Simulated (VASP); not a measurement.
Input:

```
KTaO3
1.0
    4.02941     0.00000     0.00000
    0.00000     4.02941     0.00000
    0.00000     0.00000     4.02941
K Ta O
1 1 3
Cartesian
  0.00000   0.00000   0.00000
  2.01470   2.01470   2.01470
  2.01470   0.00000   2.01470
  0.00000   2.01470   2.01470
  2.01470   2.01470   0.00000
```

All values below come from PW91 GGA, VASP's PBE PAW potentials (set 64) (plane waves; VASP). Numerical set-up: 520 eV cut-off, 6×6×6 Γ-centred mesh, tetrahedra with Blöchl corrections, potentials K_sv Ta_pv O.

The cores are frozen, which limits the accuracy of field gradients.

Problem. Give the principal components of the electric field gradient (V/Å²) and the asymmetry η at each nucleus.

Solution. 
```
atom    Vxx    Vyy   Vzz     η
----  -----  -----  ----  ----
K1      0.0    0.0   0.0     -
Ta2     0.0    0.0   0.0     -
O3    -11.5  -11.5  23.1  0.00
O4    -11.5  -11.5  23.1  0.00
O5    -11.5  -11.5  23.1  0.00
```

The compound is KTaO3 in the cubic perovskite structure. It was relaxed first.
